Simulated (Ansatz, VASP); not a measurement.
**CaHfS2 in VASP and in Ansatz**

INCAR

```
ALGO = Normal
EDIFF = 1E-6
ENCUT = 520
GGA = PE
ISIF = 2
ISMEAR = 0
LASPH = T
LCHARG = F
LREAL = F
LWAVE = F
NBANDS = 24
NELM = 100
PREC = Accurate
SIGMA = 0.1
```

Contents of KPOINTS:

```
k-points
0
Gamma
  6 6 4
```

The input POSCAR:

```
CaHfS2
1.0
    3.4596472700      0.0000000000      0.0000000000
   -1.7298236300      2.9961424200      0.0000000000
    0.0000000000      0.0000000000      6.4102356400
Ca Hf S
1 1 2
Direct
    0.3333333300      0.6666666700      0.5000000000
    0.6666666700      0.3333333300      0.0000000000
    0.0000000000      0.0000000000      0.2507091900
    0.0000000000      0.0000000000      0.7492908100
```

Input for Ansatz:

```yaml
crystal:
  lattice:
    - [3.45964727, 0.0, 0.0]
    - [-1.72982363, 2.99614242, 0.0]
    - [0.0, 0.0, 6.41023564]
  atoms:
    - { symbol: Ca, position: [0.33333333, 0.66666667, 0.5] }
    - { symbol: Hf, position: [0.66666667, 0.33333333, 0.0] }
    - { symbol: S, position: [0.0, 0.0, 0.25070919] }
    - { symbol: S, position: [0.0, 0.0, 0.74929081] }
basis:
  ecutwfc: 420
kpoints:
  mp_grid: { grid: [6, 6, 4] }
hamiltonian:
  xc: pbe
scf:
  occupations: { method: gaussian, width: 0.1 }
  lower_state_search: "off"
output:
  forces: true
  stress: true
  eigenvalues: true
```

Alike in both runs: task single point; functional PBE; k mesh 6 × 6 × 4; occupations gaussian, width 0.1 eV; no spin polarisation.

|  | VASP | Ansatz |
| --- | --- | --- |
| version | VASP 6.6.1 | Ansatz 0.2.0 |
| potentials or method | VASP PAW PBE potentials, release 64 (Ca_sv, Hf_pv, S) | scalar-relativistic, plane waves, PAW |
| plane-wave cutoff (eV) | 520 | 420 |
| valence electrons in the cell | 32 | 48 |

VASP gave:

| Property | Result |
| --- | --- |
| gap on the k mesh at the Fermi level (eV) | none |
| pressure (GPa) | 19.8 |
| largest component of the traceless stress (GPa) | 0.87 |
| rms of the force components (eV/Å) | 0.722 |

Problem. What did Ansatz give for the same quantities?

Solution. gap on the k mesh at the Fermi level (eV): none; pressure (GPa): 19.9; largest component of the traceless stress (GPa): 0.82; rms of the force components (eV/Å): 0.685.

Atom by atom the forces differ by 0.038 eV/Å (rms over components). A gap of «none» marks a metal or a gap that the smearing closes. The two sets of potentials don't hold the same shells in valence.

Caveats: so large a pressure means that the cell lies far from this level's equilibrium, or that cutoff or potentials fall short (VASP); forces of over 1 eV/Å show positions far from the minimum, so gaps and moduli don't describe the material at rest. The runs have no spin-orbit coupling, so splittings on Hf are missing.
